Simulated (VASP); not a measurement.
Output of a VASP run:

### OSZICAR
```
       N       E                     dE             d eps       ncg     rms          rms(c)
DAV:   1     0.122498722802E+03    0.12250E+03   -0.83734E+03   988   0.128E+03
DAV:   2    -0.295764316332E+01   -0.12546E+03   -0.12352E+03   986   0.355E+02
DAV:   3    -0.107914802693E+02   -0.78338E+01   -0.75192E+01  1506   0.720E+01
DAV:   4    -0.109708309365E+02   -0.17935E+00   -0.17683E+00  1412   0.115E+01
DAV:   5    -0.109749717657E+02   -0.41408E-02   -0.41399E-02  1418   0.173E+00    0.751E+00
DAV:   6    -0.101696799010E+02    0.80529E+00   -0.54731E+00  1638   0.249E+01    0.249E+00
DAV:   7    -0.101578444875E+02    0.11835E-01   -0.23426E-01  1538   0.520E+00    0.177E+00
DAV:   8    -0.101602232274E+02   -0.23787E-02   -0.89305E-02  1620   0.293E+00    0.400E-01
DAV:   9    -0.101612972942E+02   -0.10741E-02   -0.41448E-02  1630   0.235E+00    0.361E-01
DAV:  10    -0.101597651259E+02    0.15322E-02   -0.14492E-02  1624   0.132E+00    0.285E-02
DAV:  11    -0.101598013992E+02   -0.36273E-04   -0.32965E-04  1374   0.149E-01    0.182E-02
DAV:  12    -0.101598182583E+02   -0.16859E-04   -0.72357E-05  1190   0.724E-02    0.558E-03
DAV:  13    -0.101598210818E+02   -0.28235E-05   -0.72963E-06  1540   0.219E-02    0.869E-03
DAV:  14    -0.101598209863E+02    0.95502E-07   -0.93000E-06  1406   0.336E-02    0.869E-04
DAV:  15    -0.101598209405E+02    0.45774E-07   -0.19919E-07   994   0.333E-03
   1 F= -.10159821E+02 E0= -.10159181E+02  d E =-.191947E-02
```

### OUTCAR
```
------------------------ aborting loop because EDIFF is reached ----------------------------------------
  FORCE on cell =-STRESS in cart. coord.  units (eV):
  Direction    XX          YY          ZZ          XY          YZ          ZX
  --------------------------------------------------------------------------------------
  Total       -0.8914854     -0.8914854     -0.8914854      0.0000000     -0.0000000      0.0000000
  in kB      -19.5898632    -19.5898632    -19.5898632      0.0000000     -0.0000000      0.0000000
  external PRESSURE =     -19.5898632 kB  Pullay stress =       0.0000000 kB
  volume of cell :       72.91
      direct lattice vectors                 reciprocal lattice vectors
     4.177641175  0.000000000  0.000000000     0.239369529  0.000000000  0.000000000
     0.000000000  4.177641175  0.000000000     0.000000000  0.239369529  0.000000000
     0.000000000  0.000000000  4.177641175     0.000000000  0.000000000  0.239369529
 POSITION                                       TOTAL-FORCE (eV/Angst)
 -----------------------------------------------------------------------------------
      0.00000      0.00000      0.00000         0.000000      0.000000      0.000000
      0.00000      2.08882      2.08882         0.000000      0.000000      0.000000
      2.08882      0.00000      2.08882         0.000000      0.000000      0.000000
      2.08882      2.08882      0.00000         0.000000      0.000000      0.000000
 -----------------------------------------------------------------------------------
    total drift:                                0.000000      0.000000      0.000000
  FREE ENERGIE OF THE ION-ELECTRON SYSTEM (eV)
  ---------------------------------------------------
  free  energy   TOTEN  =       -10.1598209405 eV

  energy  without entropy=      -10.1579014698  energy(sigma->0) =      -10.15918112
```
(Selected blocks of OUTCAR.)

**POSCAR**
```
Al3Sc
1
    4.1776411747     0.0000000000     0.0000000000
    0.0000000000     4.1776411747     0.0000000000
    0.0000000000     0.0000000000     4.1776411747
Sc Al
1 3
Direct
  0.0000000000   0.0000000000   0.0000000000
  0.0000000000   0.5000000000   0.5000000000
  0.5000000000   0.0000000000   0.5000000000
  0.5000000000   0.5000000000   0.0000000000
```

Reconstruct the remaining input files.

Several could match; the one computed here: the input of the run itself, vdW-DF2, plane waves, VASP's PBE PAW potentials (set 64).

### INCAR
```
! general
SYSTEM   = Al3Sc
PREC     = Accurate
ENCUT    = 520
LREAL    = .False.
LASPH    = .True.

! electronic loop
EDIFF    = 1E-7
NELM     = 100
ALGO     = Normal
LMAXMIX  = 4

! smearing
ISMEAR   = 1
SIGMA    = 0.1

! functional
GGA      = ML
LUSE_VDW = .True.
AGGAC    = 0.0
ZAB_VDW  = -1.8867

! ions
ISIF     = 2

! output
LWAVE    = .False.
LCHARG   = .False.
```

**KPOINTS**
```
K-points
0
Gamma
 8 8 8
0 0 0
```

POTCAR, in this order: Sc_sv Al (PBE.64 set). Program: vasp_std.

The compound is Al3Sc in the L1_2 structure. This cell is one point of a volume scan, at 1.03 of the reference volume.
